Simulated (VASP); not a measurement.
Calculation: PBE GGA, VASP's PBE PAW potentials (set 64) (plane waves; VASP).

VASP input:

File KPOINTS:
```
kpoints
0
Gamma
  10 10 10
```

POSCAR:
```
Ge
1.0
  0.0000000000   2.8743122363   2.8743122363
  2.8743122363   0.0000000000   2.8743122363
  2.8743122363   2.8743122363   0.0000000000
Ge
2
Cartesian
  0.0000000000   0.0000000000   0.0000000000
  1.4371561182   1.4371561182   1.4371561182
```

**INCAR**
```
! general
SYSTEM  = Ge
PREC    = Accurate
ENCUT   = 400
LREAL   = .False.
LASPH   = .True.

! electronic loop
EDIFF   = 1E-6
NELM    = 100
ALGO    = Normal
LMAXMIX = 4

! smearing
ISMEAR  = 1
SIGMA   = 0.1

! functional
GGA     = PE

! ions
IBRION  = 2
NSW     = 60
ISIF    = 3
EDIFFG  = -0.01

! output
LWAVE   = .False.
LCHARG  = .False.
```

POTCAR, in this order: Ge_d (PBE.64 set). Program: vasp_std.

Output

**OSZICAR**
```
       N       E                     dE             d eps       ncg     rms          rms(c)
DAV:   1     0.150165745435E+03    0.15017E+03   -0.13622E+04  1736   0.365E+03
DAV:   2     0.978488689171E+01   -0.14038E+03   -0.13798E+03  1700   0.487E+02
DAV:   3    -0.855380803129E+01   -0.18339E+02   -0.18226E+02  1836   0.138E+02
DAV:   4    -0.909510294224E+01   -0.54129E+00   -0.54000E+00  1898   0.278E+01
DAV:   5    -0.910497622801E+01   -0.98733E-02   -0.98711E-02  1938   0.376E+00    0.300E+00
DAV:   6    -0.905861452977E+01    0.46362E-01   -0.20207E-02  1860   0.163E+00    0.180E+00
DAV:   7    -0.903126645388E+01    0.27348E-01   -0.50493E-02  1776   0.228E+00    0.153E-01
DAV:   8    -0.903296429884E+01   -0.16978E-02   -0.66029E-03  1948   0.127E+00    0.544E-02
DAV:   9    -0.903297436398E+01   -0.10065E-04   -0.27210E-04  2200   0.325E-01    0.190E-02
DAV:  10    -0.903300974165E+01   -0.35378E-04   -0.10602E-04  1794   0.142E-01    0.549E-03
DAV:  11    -0.903301136325E+01   -0.16216E-05   -0.99644E-06  2128   0.602E-02    0.198E-03
DAV:  12    -0.903301161059E+01   -0.24734E-06   -0.62951E-07  1320   0.113E-02
   1 F= -.90330116E+01 E0= -.90330152E+01  d E =-.903301E+01
```

### OUTCAR
```
------------------------ aborting loop because EDIFF is reached ----------------------------------------
  FORCE on cell =-STRESS in cart. coord.  units (eV):
  Direction    XX          YY          ZZ          XY          YZ          ZX
  --------------------------------------------------------------------------------------
  Total        0.0040709      0.0040709      0.0040709      0.0000000      0.0000000      0.0000000
  in kB        0.1373313      0.1373313      0.1373313      0.0000000      0.0000000      0.0000000
  external PRESSURE =       0.1373313 kB  Pullay stress =       0.0000000 kB
  volume of cell :       47.49
      direct lattice vectors                 reciprocal lattice vectors
     0.000000000  2.874312236  2.874312236    -0.173954657  0.173954657  0.173954657
     2.874312236  0.000000000  2.874312236     0.173954657 -0.173954657  0.173954657
     2.874312236  2.874312236  0.000000000     0.173954657  0.173954657 -0.173954657
 POSITION                                       TOTAL-FORCE (eV/Angst)
 -----------------------------------------------------------------------------------
      0.00000      0.00000      0.00000         0.000000      0.000000      0.000000
      1.43716      1.43716      1.43716        -0.000000     -0.000000     -0.000000
 -----------------------------------------------------------------------------------
    total drift:                                0.000000      0.000000      0.000000
  FREE ENERGIE OF THE ION-ELECTRON SYSTEM (eV)
  ---------------------------------------------------
  free  energy   TOTEN  =        -9.0330116106 eV

  energy  without entropy=       -9.0330224639  energy(sigma->0) =       -9.03301523

 reached required accuracy - stopping structural energy minimisation
```
(Selected blocks of OUTCAR.)

The compound is Ge in the diamond structure. It was relaxed first. The start is the result of an earlier pass.
